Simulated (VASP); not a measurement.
# Nd2CoSi3 (P-6m2) in VASP: runs at scaled volumes

Single points of Nd2CoSi3 at other volumes, in PBE.

Everything below comes from runs of VASP 6.6.1. Logs are shortened: lines on timing, memory, paths and dates and some standing lists are left out, and cuts for length are marked.

## 1. The undisturbed crystal

The structure is hexagonal, space group P-6m2 (No. 187). The conventional cell has a = 4.033 Å, b = 4.033 Å, c = 8.528 Å, α = 90.00°, β = 90.00°, γ = 120.00°. Nd (site symmetry 3m) has 3 Co at 3.14 Å and 9 Si at 3.14 to 3.18 Å as nearest neighbours. Co (site symmetry -6m2) is surrounded by 3 Si at 2.33 Å. Si (site symmetry -6m2) has 3 Si at 2.33 Å as nearest neighbours. Si (site symmetry -6m2) is surrounded by 3 Co at 2.33 Å. Si (site symmetry -6m2) has 3 Si at 2.33 Å as nearest neighbours.

The cell comes from a database or a generator and needn't be the stable form of this composition.

## 2. Equation of state, PBE, collinear spin, ferromagnetic start, 18.82 Å³/atom (volume scaled by 0.94)

The input, INCAR:

```
PREC     = Accurate       # precision mode
ENCUT    = 520            # plane-wave cutoff, eV
EDIFF    = 1E-7           # SCF threshold, eV
ISMEAR   = -1             # smearing method
SIGMA    = 0.05           # smearing width, eV
LREAL    = False          # projectors in reciprocal space
LASPH    = True           # aspherical terms in the spheres
NELM     = 120            # most SCF steps
ALGO     = Normal         # electronic algorithm
ISIF     = 2              # what is computed and relaxed
LWAVE    = False          # write WAVECAR
LCHARG   = False          # write CHGCAR
ISPIN    = 2              # spin polarisation
MAGMOM   = 3 3 2 0 0 0    # initial moments
LORBIT   = 11             # projections on sites
LMAXMIX  = 6              # l up to which the mixer works
GGA      = PE             # functional
NBANDS   = 38             # bands
```

The input, KPOINTS:

```
regular mesh
0
Gamma
  8 8 3
```

The input, POSCAR:

```
Nd2CoSi3
1.0
    3.9504408716      0.0000000000      0.0000000000
   -1.9752204359      3.4211821510      0.0000000000
    0.0000000000      0.0000000000      8.3534499297
Nd Co Si
2 1 3
Direct
    0.3333333333      0.6666666667      0.7533150000
    0.3333333333      0.6666666667      0.2466850000
    0.6666666667      0.3333333333      0.0000000000
    0.0000000000      0.0000000000      0.5000000000
    0.0000000000      0.0000000000      0.0000000000
    0.6666666667      0.3333333333      0.5000000000
```

Potentials or basis: VASP PAW PBE potentials, release 64 (Nd, Co, Si).

The run is started by

```bash
> cat potpaw_PBE.64/Nd/POTCAR potpaw_PBE.64/Co/POTCAR potpaw_PBE.64/Si/POTCAR > POTCAR
> mpirun -np 1 vasp_std > vasp.out
```

OUTCAR:

```text
PREC = Accurate
   ENCUT = 520
   EDIFF = 1E-7
   ISMEAR = -1
   LREAL = False
   LASPH = True
   NELM = 120
   ISIF = 2
   ISPIN = 2
   LORBIT = 11
   GGA = PE

 Found     20 irreducible k-points:

 Following reciprocal coordinates:
            Coordinates               Weight
  0.000000  0.000000  0.000000      1.000000
  0.125000  0.000000  0.000000      6.000000
  0.250000  0.000000  0.000000      6.000000
  0.375000 -0.000000  0.000000      6.000000
  0.500000  0.000000  0.000000      3.000000
  0.125000  0.125000  0.000000      6.000000
   k-points           NKPTS =     20   k-points in BZ     NKDIM =     20   number of bands    NBANDS=     38
   number of dos      NEDOS =    301   number of ions     NIONS =      6
   total plane-waves  NPLWV =  57600
   dimension x,y,z NGX =    30 NGY =   30 NGZ =   64
   dimension x,y,z NGXF=    60 NGYF=   60 NGZF=  128
   ions per type =               2   1   3
   NGX,Y,Z   is equivalent  to a cutoff of  12.62, 12.62, 12.74 a.u.
   NGXF,Y,Z  is equivalent  to a cutoff of  25.25, 25.25, 25.47 a.u.
 SYSTEM =  unknown system
   PREC   = accura    normal or accurate (medium, high low for compatibility)
   ISTART =      0    job   : 0-new  1-cont  2-samecut
   ICHARG =      2    charge: 1-file 2-atom 10-const
   ISPIN  =      2    spin polarized calculation?
   LNONCOLLINEAR =      F non collinear calculations
   LSORBIT =      F    spin-orbit coupling
   LASPH  =      T    aspherical Exc in radial PAW
   ENCUT  =  520.0 eV  38.22 Ry    6.18 a.u.   7.35  7.35 15.53*2*pi/ulx,y,z
   NELM   =    120;   NELMIN=  2; NELMDL= -5     # of ELM steps
   EDIFF  = 0.1E-06   stopping-criterion for ELM
   LREAL  =      F    real-space projection
   EDIFFG = 0.1E-05   stopping-criterion for IOM
   NSW    =      0    number of steps for IOM
   IBRION =     -1    ionic relax: 0-MD 1-quasi-New 2-CG
   NFREE  =      0    steps in history (QN), initial steepest desc. (CG)
   ISIF   =      2    stress and relaxation
   ISYM   =      2    0-nonsym 1-usesym 2-fastsym
   POTIM  = 0.5000    time-step for ionic-motion
   TEBEG  =    0.0;   TEEND  =   0.0 temperature during run
   PSTRESS=    0.0 pullay stress
   NELECT =      49.0000    total number of electrons
   NUPDOWN=      -1.0000    fix difference up-down
   EMIN   =  10.00;   EMAX   =-10.00  energy-range for DOS
   EFERMI =   0.00;   METHOD = LEGACY
   ISMEAR =    -1;   SIGMA  =   0.05  broadening in eV -4-tet -1-fermi 0-gaus
   EFERMI_NEDOS =   21; number of points for ismear=-14 and -15
   IALGO  =     38    algorithm
   IMIX   =      4    mixing-type and parameters
     AMIX     =   0.40;   BMIX     =  1.00
     AMIX_MAG =   1.60;   BMIX_MAG =  1.00
  volume/ion in A,a.u.               =      18.82       126.98
  Fermi-wavevector in a.u.,A,eV,Ry     =   1.239494  2.342303 20.903237  1.536345
  Thomas-Fermi vector in A             =   2.373975
   LORBIT       =     11    0 simple, 1 ext, 2 COOP (PROOUT), +10 PAW based schemes
   GGA     = PE    functional components
   LHFCALC =     F    Hartree Fock is set to
   AEXX    =    0.0000 exact exchange contribution
   IVDW    =     0    specifies the selected vdW correction
   LEPSILON=     F    determine dielectric tensor
   LRPA    =     F    only Hartree local field effects (RPA)
 spin polarized calculation
  energy-cutoff  :      520.00
  volume of cell :      112.90
 maximum number of plane-waves:      3067
 NGX is ok and might be reduce to    30
   NGX = 15   NGY = 15   NGZ = 31

 number of electron      49.0000003 magnetization      10.0937878

 number of electron      48.9999997 magnetization       6.6578404

 Free energy of the ion-electron system (eV)
  ---------------------------------------------------
  ext. energy  EPLUGINS =         0.00000000
  ---------------------------------------------------
  free energy    TOTEN  =       -39.64519828 eV

  energy without entropy =      -39.50095688  energy(sigma->0) =      -39.57307758

 E-fermi :   7.3303     XC(G=0): -11.0570

 val. band max:        7.3238398940   @ k =   0.3750   0.2500   0.3333
 cond. band min:       7.3306108264   @ k =   0.3750   0.2500   0.0000
 fundamental gap:      0.0067709324
 Fermi energy:         7.3303049395

 spin component 1

 k-point     1 :       0.0000    0.0000    0.0000
  band No.  band energies     occupation
      1     -29.5865      1.00000
      2     -29.5747      1.00000
      3     -11.1801      1.00000
      4     -10.7898      1.00000
      5     -10.6000      1.00000
      6     -10.6000      1.00000
[... 28 lines left out ...]
     35       8.1790      0.00000
     36       8.2191      0.00000

 k-point     2 :       0.1250    0.0000    0.0000
  band No.  band energies     occupation
      1     -29.5809      1.00000
      2     -29.5694      1.00000
      3     -11.1494      1.00000
      4     -10.7765      1.00000
      5     -10.6893      1.00000
      6     -10.6514      1.00000
[... 28 lines left out ...]
     35       8.2265      0.00000
     36       8.3352      0.00000

 k-point     3 :       0.2500    0.0000    0.0000
  band No.  band energies     occupation
      1     -29.5674      1.00000
      2     -29.5565      1.00000
      3     -11.0751      1.00000
      4     -10.8930      1.00000
      5     -10.8334      1.00000
      6     -10.7424      1.00000
[... 28 lines left out ...]
     35       7.9735      0.00000
     36       8.0452      0.00000

 k-point     4 :       0.3750   -0.0000    0.0000
  band No.  band energies     occupation
      1     -29.5539      1.00000
      2     -29.5436      1.00000
      3     -11.0900      1.00000
      4     -11.0053      1.00000
      5     -10.9922      1.00000
      6     -10.7097      1.00000
[... 28 lines left out ...]
     35       7.8496      0.00003
     36       8.0347      0.00000

 k-point     5 :       0.5000    0.0000    0.0000
  band No.  band energies     occupation
      1     -29.5483      1.00000
      2     -29.5382      1.00000
      3     -11.1638      1.00000
      4     -11.0746      1.00000
      5     -10.9618      1.00000
      6     -10.7205      1.00000
[... 28 lines left out ...]
     35       7.8478      0.00003
     36       8.0358      0.00000

 k-point     6 :       0.1250    0.1250    0.0000
  band No.  band energies     occupation
      1     -29.5714      1.00000
      2     -29.5603      1.00000
      3     -11.0967      1.00000
      4     -10.8255      1.00000
      5     -10.7750      1.00000
      6     -10.7499      1.00000
[... 28 lines left out ...]
     35       8.0816      0.00000
     36       8.1672      0.00000

 [... further k-points ...]

 spin component 2

 k-point     1 :       0.0000    0.0000    0.0000
  band No.  band energies     occupation
      1     -28.1285      1.00000
      2     -28.1146      1.00000
      3     -10.2000      1.00000
      4      -9.7191      1.00000
      5      -9.5119      1.00000
      6      -9.5119      1.00000
[... 28 lines left out ...]
     35       9.7628      0.00000
     36       9.9381      0.00000

 k-point     2 :       0.1250    0.0000    0.0000
  band No.  band energies     occupation
      1     -28.1222      1.00000
      2     -28.1086      1.00000
      3     -10.1612      1.00000
      4      -9.7035      1.00000
      5      -9.6155      1.00000
      6      -9.5680      1.00000
[... 28 lines left out ...]
     35       9.7540      0.00000
     36       9.9376      0.00000

 k-point     3 :       0.2500    0.0000    0.0000
  band No.  band energies     occupation
      1     -28.1068      1.00000
      2     -28.0940      1.00000
      3     -10.0668      1.00000
      4      -9.8481      1.00000
      5      -9.7720      1.00000
      6      -9.6626      1.00000
[... 28 lines left out ...]
     35       9.8281      0.00000
     36       9.9455      0.00000

 k-point     4 :       0.3750   -0.0000    0.0000
  band No.  band energies     occupation
      1     -28.0913      1.00000
      2     -28.0793      1.00000
      3     -10.0739      1.00000
      4      -9.9630      1.00000
      5      -9.9572      1.00000
      6      -9.6269      1.00000
[... 28 lines left out ...]
     35       9.9110      0.00000
     36       9.9669      0.00000

 k-point     5 :       0.5000    0.0000    0.0000
  band No.  band energies     occupation
      1     -28.0848      1.00000
      2     -28.0732      1.00000
      3     -10.1552      1.00000
      4     -10.0395      1.00000
      5      -9.9188      1.00000
      6      -9.6462      1.00000
[... 28 lines left out ...]
     35       9.9060      0.00000
     36       9.9424      0.00000

 k-point     6 :       0.1250    0.1250    0.0000
  band No.  band energies     occupation
      1     -28.1113      1.00000
      2     -28.0983      1.00000
      3     -10.0943      1.00000
      4      -9.7716      1.00000
      5      -9.7069      1.00000
      6      -9.6716      1.00000
[... 28 lines left out ...]
     35       9.7384      0.00000
     36       9.9598      0.00000

 [... further k-points ...]

 [bands above 36 left out]

------------------------ aborting loop because EDIFF is reached ----------------------------------------

  FORCE on cell =-STRESS in cart. coord.  units (eV):
  Direction    XX          YY          ZZ          XY          YZ          ZX
  --------------------------------------------------------------------------------------
  -------------------------------------------------------------------------------------
  Total        3.3760512      3.3760512      2.3644424     -0.0000000     -0.0000000      0.0000000
  in kB       47.9106401     47.9106401     33.5545708     -0.0000000     -0.0000000      0.0000000
  external PRESSURE =      43.1252837 kB  Pullay stress =       0.0000000 kB

 VOLUME and BASIS-vectors are now :
 -----------------------------------------------------------------------------
  energy-cutoff  :      520.00
  volume of cell :      112.90
      direct lattice vectors                 reciprocal lattice vectors
     3.950440872  0.000000000  0.000000000     0.253136304  0.146148313  0.000000000
    -1.975220436  3.421182151  0.000000000     0.000000000  0.292296626  0.000000000
     0.000000000  0.000000000  8.353449930     0.000000000  0.000000000  0.119711019

 POSITION                                       TOTAL-FORCE (eV/Angst)
 -----------------------------------------------------------------------------------
     -0.00000      2.28079      6.29278         0.000000     -0.000000      0.204863
     -0.00000      2.28079      2.06067         0.000000      0.000000     -0.204863
      1.97522      1.14039      0.00000         0.000000     -0.000000      0.000000
      0.00000      0.00000      4.17672        -0.000000     -0.000000      0.000000
      0.00000      0.00000      0.00000         0.000000     -0.000000      0.000000
      1.97522      1.14039      4.17672        -0.000000     -0.000000      0.000000
 -----------------------------------------------------------------------------------
    total drift:                                0.000003     -0.000002     -0.000000

  FREE ENERGIE OF THE ION-ELECTRON SYSTEM (eV)
  ---------------------------------------------------
  free  energy   TOTEN  =       -39.6451982782 eV

  energy  without entropy=      -39.5009568778  energy(sigma->0) =      -39.57307758

 total charge

# of ion       s       p       d       f       tot
--------------------------------------------------
    1        1.987   5.405   0.570   3.179  11.142
    2        1.987   5.405   0.570   3.179  11.142
    3        0.516   0.430   7.433   0.000   8.379
    4        0.749   0.965   0.000   0.000   1.714
    5        0.783   0.924   0.000   0.000   1.707
    6        0.747   0.971   0.000   0.000   1.719
--------------------------------------------------
tot          6.769  14.101   8.574   6.359  35.802

 magnetization (x)

# of ion       s       p       d       f       tot
--------------------------------------------------
    1       -0.013  -0.110   0.058   3.050   2.985
    2       -0.013  -0.110   0.058   3.050   2.985
    3       -0.006   0.013  -0.106   0.000  -0.099
    4       -0.005  -0.003   0.000   0.000  -0.009
    5       -0.006  -0.001   0.000   0.000  -0.007
    6       -0.005  -0.010   0.000   0.000  -0.014
--------------------------------------------------
tot         -0.047  -0.222   0.010   6.099   5.841
```

Wall time 14 min (1 thread of AMD EPYC 7R13 (Zen 3), shared host); peak memory 0.33 GiB.

Results:

| Quantity | Value |
| --- | --- |
| Free energy | -39.6452 eV |
| Pressure | 4.3 GPa |
| Largest force | 0.205 eV/Å |
| Band gap on the k mesh | none (metal or under the smearing width) |
| Net moment | 6.66 μB per cell |
| Site moments | Nd +2.98; Co -0.10; Si -0.01 μB |
| Valence electrons inside the program's atomic spheres | Nd 11.14; Co 8.38; Si 1.71, 1.72 |

Caveat: the magnetic or orbital state may not be the lowest; spin-orbit coupling is left out, which moves the levels of the heavy elements; without U or exact exchange the open f shell lies at the Fermi level, which spoils levels, moments and volumes.

## 3. Equation of state, PBE, collinear spin, ferromagnetic start, 19.22 Å³/atom (volume scaled by 0.96)

The input, INCAR:

```
PREC = Accurate
ENCUT = 520
EDIFF = 1E-7
ISMEAR = -1
SIGMA = 0.05
LREAL = False
LASPH = True
NELM = 120
ALGO = Normal
ISIF = 2
LWAVE = False
LCHARG = False
ISPIN = 2
MAGMOM = 3 3 2 0 0 0
LORBIT = 11
LMAXMIX = 6
GGA = PE
NBANDS = 38
```

KPOINTS is that of step 2.

POSCAR, as its differences from that of step 2:

```diff
@@ -2,5 +2,5 @@
 1.0
-    3.9504408716      0.0000000000      0.0000000000
-   -1.9752204359      3.4211821510      0.0000000000
-    0.0000000000      0.0000000000      8.3534499297
+    3.9782617944      0.0000000000      0.0000000000
+   -1.9891308972      3.4452757769      0.0000000000
+    0.0000000000      0.0000000000      8.4122789801
 Nd Co Si
```

Potentials or basis: VASP PAW PBE potentials, release 64 (Nd, Co, Si).

The run is started by

```bash
> cat potpaw_PBE.64/Nd/POTCAR potpaw_PBE.64/Co/POTCAR potpaw_PBE.64/Si/POTCAR > POTCAR
> mpirun -np 1 vasp_std > vasp.out
```

Run time: 13 min. Hardware: 1 thread of AMD EPYC 7R13 (Zen 3), shared host; peak memory 0.34 GiB.

The run converged. Its results:

```
Free energy                                           : -39.6951 eV
Pressure                                              : 2.2 GPa
Largest force                                         : 0.213 eV/Å
Band gap on the k mesh                                : none (metal or under the smearing width)
Net moment                                            : 6.66 μB per cell
Site moments                                          : Nd +3.00; Co -0.11; Si -0.01, -0.02 μB
Valence electrons inside the program's atomic spheres : Nd 11.13; Co 8.35; Si 1.70, 1.69, 1.71
```

Caveat: the magnetic or orbital state may not be the lowest; spin-orbit coupling is left out, which moves the levels of the heavy elements; without U or exact exchange the open f shell lies at the Fermi level, which spoils levels, moments and volumes.

## 4. Equation of state, PBE, collinear spin, ferromagnetic start, 19.62 Å³/atom (volume scaled by 0.98)

The input, INCAR:

```
SYSTEM = Nd2CoSi3
PREC = Accurate ; ENCUT = 520
EDIFF = 1E-7 ; ISMEAR = -1
SIGMA = 0.05 ; LREAL = .False.
LASPH = .True. ; NELM = 120
ALGO = Normal ; ISIF = 2
LWAVE = .False. ; LCHARG = .False.
ISPIN = 2 ; MAGMOM = 3 3 2 0 0 0
LORBIT = 11 ; LMAXMIX = 6
GGA = PE ; NBANDS = 38
```

The input, KPOINTS:

```
regular mesh
0
Gamma
  8 8 3
  0 0 0
```

POSCAR, as its differences from that of step 3:

```diff
@@ -2,5 +2,5 @@
 1.0
-    3.9782617944      0.0000000000      0.0000000000
-   -1.9891308972      3.4452757769      0.0000000000
-    0.0000000000      0.0000000000      8.4122789801
+    4.0056989496      0.0000000000      0.0000000000
+   -2.0028494749      3.4690370503      0.0000000000
+    0.0000000000      0.0000000000      8.4702965306
 Nd Co Si
```

The run is started by

```bash
> cat potpaw_PBE.64/Nd/POTCAR potpaw_PBE.64/Co/POTCAR potpaw_PBE.64/Si/POTCAR > POTCAR
> mpirun -np 1 vasp_std > vasp.out
```

Run time: 18 min. Hardware: 1 thread of AMD EPYC 7R13 (Zen 3), shared host; peak memory 0.36 GiB.

Results (log left out):

```
Free energy                                           : -39.7150 eV
Pressure                                              : 0.3 GPa
Largest force                                         : 0.222 eV/Å
Band gap on the k mesh                                : none (metal or under the smearing width)
Net moment                                            : 6.67 μB per cell
Site moments                                          : Nd +3.01; Co -0.12; Si -0.01, -0.02 μB
Valence electrons inside the program's atomic spheres : Nd 11.13; Co 8.31; Si 1.69, 1.68
```

Caveat: the magnetic or orbital state may not be the lowest; spin-orbit coupling is left out, which moves the levels of the heavy elements; without U or exact exchange the open f shell lies at the Fermi level, which spoils levels, moments and volumes.
